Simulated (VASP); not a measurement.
Data:

```
CELL_PARAMETERS angstrom
      0.00000     2.94401     2.94401
      2.94401     0.00000     2.94401
     11.76096    11.76096     0.01510
ATOMIC_POSITIONS crystal
  In 0.01009 0.01009 0.99243
  In 0.99190 0.99190 0.25608
  As 0.24871 0.24871 0.06347
  As 0.23079 0.23079 0.32690
  As 0.25057 0.25057 0.56207
  As 0.26898 0.26898 0.79826
  Al 0.99062 0.99062 0.50704
  Al 0.00833 0.00833 0.74375
```

The numbers are results of PBEsol GGA, VASP's PBE PAW potentials (set 64) (plane waves; VASP), not measurements. Settings: 400 eV cut-off, Gaussian smearing of 0.050 eV, potentials In_d As Al.

Unless said otherwise, spin-orbit coupling is left out, though it shifts the bands of the heavy elements here.

Question: Give the energies of bands 17 to 30 at the high-symmetry points, in eV from the valence-band maximum.

Answer: 
```tsv
band	Γ	T	H2	L	S0	F
17	-3.76	-2.12	-5.47	-5.64	-5.47	-5.45
18	-1.41	-1.69	-5.45	-5.53	-5.45	-5.42
19	-1.41	-1.40	-3.76	-2.92	-3.75	-3.00
20	-0.99	-1.40	-3.63	-2.83	-3.62	-2.98
21	-0.99	-1.02	-3.42	-2.56	-3.44	-2.60
22	-0.51	-1.02	-3.21	-2.17	-3.20	-2.45
23	-0.51	-0.44	-2.19	-2.07	-2.26	-1.97
24	-0.28	-0.44	-2.16	-1.99	-2.07	-1.78
25	0.00	-0.05	-1.97	-1.47	-2.03	-1.15
26	0.00	-0.05	-1.85	-1.19	-1.81	-1.03
27	0.42	1.07	2.12	1.21	2.06	1.05
28	1.06	1.34	2.36	1.75	2.60	1.13
29	1.54	1.49	2.99	2.01	2.63	1.72
30	1.68	1.60	3.13	2.18	3.37	2.09
```

The gap is direct, 0.42 eV, from the valence maximum at Γ to the conduction minimum at Γ.

The structure was generated: Al2In2As4 was put into an ordered model structure (R3m), which need not be its known phase. It was relaxed first.
